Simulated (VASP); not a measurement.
Given:

```
CELL_PARAMETERS angstrom
      0.00000     2.41560     2.41560
      2.41560     0.00000     2.41560
      2.41560     2.41560     0.00000
ATOMIC_POSITIONS crystal
  Ca 0.00000 0.00000 0.00000
  O  0.50000 0.50000 0.50000
```

These are PW91 GGA, VASP's PBE PAW potentials (set 64) (plane waves; VASP) values and carry that method's errors. Numerical set-up: 520 eV cut-off, Gaussian smearing of 0.050 eV, potentials Ca_sv O.

### Question
Give the energies of bands 6 to 11 at the high-symmetry points, in eV from the valence-band maximum.

### Answer

| band | Γ | X | U | L | W |
|---|---|---|---|---|---|
| 6 | 0.00 | -1.30 | -1.32 | -2.60 | -1.26 |
| 7 | 0.00 | -0.38 | -1.21 | -1.17 | -1.05 |
| 8 | 0.00 | -0.38 | -0.77 | -1.17 | -1.05 |
| 9 | 4.62 | 3.64 | 5.11 | 6.97 | 6.26 |
| 10 | 6.17 | 7.92 | 7.90 | 8.25 | 6.26 |
| 11 | 6.17 | 8.78 | 8.43 | 8.25 | 8.26 |

The gap is indirect, 3.64 eV, from the valence maximum at Γ to the conduction minimum at X.

The compound is CaO in the rock salt structure. It was relaxed first.
